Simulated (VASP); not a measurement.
```yaml
crystal:
  lattice:
    - [-1.69084, 1.69084, 5.72436]
    - [1.69084, -1.69084, 5.72436]
    - [1.69084, 1.69084, -5.72436]
  atoms:
    - { symbol: Os, position: [0.75000, 0.75000, 0.00000] }
    - { symbol: Os, position: [0.50000, 0.00000, 0.50000] }
    - { symbol: Ge, position: [0.16600, 0.16600, 0.00000] }
    - { symbol: Ge, position: [0.91600, 0.41600, 0.50000] }
```

Level of theory: PBE GGA, VASP's PBE PAW potentials (set 64) (plane waves; VASP). Run with 400 eV cut-off, 10×10×10 Γ-centred mesh, first-order Methfessel-Paxton smearing of 0.10 eV, potentials Os Ge_d.

Unless said otherwise, spin-orbit coupling is left out, though it shifts the bands of the heavy elements here.

### Question
What does the run give for the energy per atom (σ→0), pressure, largest force, band gap (on the k-mesh) with the smallest direct gap where there is one?

### Answer

| Quantity | Value |
|---|---|
| band gap (on the k-mesh) | none (metal, semimetal or under 0.01 eV) |
| energy per atom (σ→0) | -7.538 eV/atom |
| pressure | -8.10 GPa |
| largest force | 0.156 eV/Å |

Only differences to runs with the same potentials and settings are physical.

The structure was generated: GeOs was put into the NbAs type (I4_1md), which need not be its known phase. The cell was not relaxed at this level.
